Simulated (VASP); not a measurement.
A VASP calculation is set up with these files.

### KPOINTS
```
Automatic mesh
0
Gamma
6 6 3
0 0 0
```

File POSCAR:
```
TbSb
1
    4.9572840000     0.0000000000     0.0000000000
   -2.4786420000     4.2931340000     0.0000000000
    0.0000000000     0.0000000000     8.1188870000
Tb Sb
2 2
Direct
  0.6666670000   0.3333330000   0.0000000000
  0.3333330000   0.6666670000   0.5000000000
  0.6666670000   0.3333330000   0.6252000000
  0.3333330000   0.6666670000   0.1252000000
```

### INCAR
```
SYSTEM = TbSb
PREC = Accurate
ENCUT = 400
EDIFF = 1E-6
NELM = 60
ALGO = Normal
LREAL = .FALSE.
LASPH = .TRUE.
ISMEAR = 1
SIGMA = 0.1
GGA = PE
LMAXMIX = 6
LWAVE = .FALSE.
LCHARG = .FALSE.
ISIF = 2
IMIX = 1
AMIX = 1.5
BMIX = 0.0001
```

POTCAR, in this order: Tb_3 Sb (PBE.64 set). Program: vasp_std.

Output

**standard output**
```
...
DAV:  21    -0.886719828545E+04    0.15183E+04   -0.64612E+04  1004   0.979E+02    0.735E+02
DAV:  22    -0.103153378932E+05   -0.14481E+04   -0.94863E+04   908   0.169E+03    0.707E+02
DAV:  23    -0.870526846985E+04    0.16101E+04   -0.62405E+04  1008   0.981E+02    0.694E+02
DAV:  24    -0.103173277100E+05   -0.16121E+04   -0.96887E+04   964   0.173E+03    0.695E+02
DAV:  25    -0.879249151401E+04    0.15248E+04   -0.63464E+04  1008   0.962E+02    0.697E+02
DAV:  26    -0.103621997282E+05   -0.15697E+04   -0.96260E+04   956   0.171E+03    0.698E+02
DAV:  27    -0.880895049962E+04    0.15532E+04   -0.63717E+04  1004   0.974E+02    0.698E+02
DAV:  28    -0.102890394262E+05   -0.14801E+04   -0.93921E+04   912   0.170E+03    0.685E+02
DAV:  29    -0.866972733130E+04    0.16193E+04   -0.61744E+04  1008   0.982E+02    0.679E+02
DAV:  30    -0.103181257839E+05   -0.16484E+04   -0.96818E+04   956   0.173E+03    0.701E+02
DAV:  31    -0.880201730232E+04    0.15161E+04   -0.64000E+04  1008   0.974E+02    0.712E+02
DAV:  32    -0.103037575409E+05   -0.15017E+04   -0.95148E+04   944   0.170E+03    0.693E+02
DAV:  33    -0.872778232035E+04    0.15760E+04   -0.62562E+04  1008   0.976E+02    0.683E+02
DAV:  34    -0.103214995030E+05   -0.15937E+04   -0.95402E+04   928   0.172E+03    0.690E+02
DAV:  35    -0.877607194766E+04    0.15454E+04   -0.63306E+04  1008   0.981E+02    0.693E+02
DAV:  36    -0.103289112517E+05   -0.15528E+04   -0.96394E+04   952   0.172E+03    0.698E+02
DAV:  37    -0.877591720899E+04    0.15530E+04   -0.63118E+04  1008   0.980E+02    0.700E+02
DAV:  38    -0.103771145902E+05   -0.16012E+04   -0.96436E+04   964   0.171E+03    0.716E+02
DAV:  39    -0.883603030493E+04    0.15411E+04   -0.64062E+04  1008   0.983E+02    0.723E+02
DAV:  40    -0.102974023016E+05   -0.14614E+04   -0.94974E+04   948   0.170E+03    0.711E+02
DAV:  41    -0.874217979692E+04    0.15552E+04   -0.62641E+04  1008   0.987E+02    0.705E+02
DAV:  42    -0.103735284185E+05   -0.16313E+04   -0.96869E+04   956   0.171E+03    0.718E+02
DAV:  43    -0.883508406596E+04    0.15384E+04   -0.64299E+04  1000   0.979E+02    0.724E+02
DAV:  44    -0.103786971136E+05   -0.15436E+04   -0.96014E+04   964   0.170E+03    0.764E+02
DAV:  45    -0.891402796722E+04    0.14647E+04   -0.65166E+04  1004   0.101E+03    0.788E+02
DAV:  46    -0.104239911821E+05   -0.15100E+04   -0.95816E+04   956   0.170E+03    0.790E+02
DAV:  47    -0.891624495015E+04    0.15077E+04   -0.64758E+04  1004   0.101E+03    0.791E+02
DAV:  48    -0.104404144832E+05   -0.15242E+04   -0.97508E+04   984   0.170E+03    0.766E+02
DAV:  49    -0.888729485006E+04    0.15531E+04   -0.64667E+04  1008   0.989E+02    0.754E+02
DAV:  50    -0.103903254112E+05   -0.15030E+04   -0.96938E+04   980   0.169E+03    0.746E+02
DAV:  51    -0.883738614816E+04    0.15529E+04   -0.64434E+04  1000   0.985E+02    0.742E+02
DAV:  52    -0.102627418615E+05   -0.14254E+04   -0.92522E+04   940   0.170E+03    0.730E+02
DAV:  53    -0.870971097365E+04    0.15530E+04   -0.61682E+04  1008   0.989E+02    0.727E+02
DAV:  54    -0.103789368628E+05   -0.16692E+04   -0.95738E+04   936   0.173E+03    0.719E+02
DAV:  55    -0.883034000276E+04    0.15486E+04   -0.63422E+04  1008   0.973E+02    0.717E+02
DAV:  56    -0.103932311809E+05   -0.15629E+04   -0.97414E+04   984   0.173E+03    0.723E+02
DAV:  57    -0.884973841212E+04    0.15435E+04   -0.64410E+04  1008   0.974E+02    0.725E+02
DAV:  58    -0.103579404262E+05   -0.15082E+04   -0.95171E+04   968   0.169E+03    0.725E+02
DAV:  59    -0.881642985763E+04    0.15415E+04   -0.63464E+04  1008   0.986E+02    0.726E+02
DAV:  60    -0.103872357153E+05   -0.15708E+04   -0.97269E+04   992   0.171E+03

 -----------------------------------------------------------------------------
|                                                                             |
|           W    W    AA    RRRRR   N    N  II  N    N   GGGG   !!!           |
|           W    W   A  A   R    R  NN   N  II  NN   N  G    G  !!!           |
|           W    W  A    A  R    R  N N  N  II  N N  N  G       !!!           |
|           W WW W  AAAAAA  RRRRR   N  N N  II  N  N N  G  GGG   !            |
|           WW  WW  A    A  R   R   N   NN  II  N   NN  G    G                |
|           W    W  A    A  R    R  N    N  II  N    N   GGGG   !!!           |
|                                                                             |
|     The electronic self-consistency was not achieved in the given           |
|     number of steps (NELM). The forces and other quantities evaluated       |
|     might not be reliable so examine the results carefully. If you find     |
|     spurious results, we suggest increasing NELM, if you were close to      |
|     convergence or switching to a different ALGO or adjusting the           |
|     density mixing parameters otherwise.                                    |
|                                                                             |
 -----------------------------------------------------------------------------

   1 F= -.10387236E+05 E0= -.10387235E+05  d E =-.230601E-02
```

File OUTCAR:
```
------------------------ aborting loop EDIFF was not reached (unconverged)  ----------------------------
  FORCE on cell =-STRESS in cart. coord.  units (eV):
  Direction    XX          YY          ZZ          XY          YZ          ZX
  --------------------------------------------------------------------------------------
  Total      161.5769726    161.5769818    143.5471172      0.0000000      0.0000000      0.0000000
  in kB     1498.2190263   1498.2191116   1331.0375774      0.0000000      0.0000000      0.0000000
  external PRESSURE =    1442.4919051 kB  Pullay stress =       0.0000000 kB
  volume of cell :      172.79
      direct lattice vectors                 reciprocal lattice vectors
     4.957284000  0.000000000  0.000000000     0.201723363  0.116465035  0.000000000
    -2.478642000  4.293134000  0.000000000     0.000000000  0.232930069  0.000000000
     0.000000000  0.000000000  8.118887000     0.000000000  0.000000000  0.123169592
 POSITION                                       TOTAL-FORCE (eV/Angst)
 -----------------------------------------------------------------------------------
      2.47864      1.43104      0.00000        -0.000000     -0.000000     -1.141283
     -0.00000      2.86209      4.05944         0.000000      0.000000     -1.141283
      2.47864      1.43104      5.07593        -0.000000      0.000000      1.141283
     -0.00000      2.86209      1.01648         0.000000      0.000000      1.141283
 -----------------------------------------------------------------------------------
    total drift:                                0.000184     -0.000106      9.001539
  FREE ENERGIE OF THE ION-ELECTRON SYSTEM (eV)
  ---------------------------------------------------
  free  energy   TOTEN  =    -10387.2357152771 eV

  energy  without entropy=   -10387.2334092693  energy(sigma->0) =   -10387.23494661
```
(Selected blocks of OUTCAR.)

Q: From input and log, find the fault in this run and mend it.

A: The cause: simple mixing (IMIX = 1) with AMIX above 1 overshoots. The run did not converge; its last values are not results. Against the sound run, the energy per atom (σ→0) falls by 2591.830 eV/atom; the pressure goes up by 145.10 GPa; the largest force rises by 1.043 eV/Å. To mend it, remove IMIX, remove AMIX, remove BMIX.

The mended run (PBE GGA, plane waves, VASP's PBE PAW potentials (set 64)) converges, and its OSZICAR ends with
```
   1 F= -.19912291E+02 E0= -.19914151E+02  d E =0.558069E-02
```

The structure was generated: TbSb was put into the wurtzite type (P6_3mc), which need not be its known phase. The cell was not relaxed at this level. The 4f electrons are frozen in the core of the lanthanide potential, so 4f levels, which can set the real gap, and their magnetism are missing.
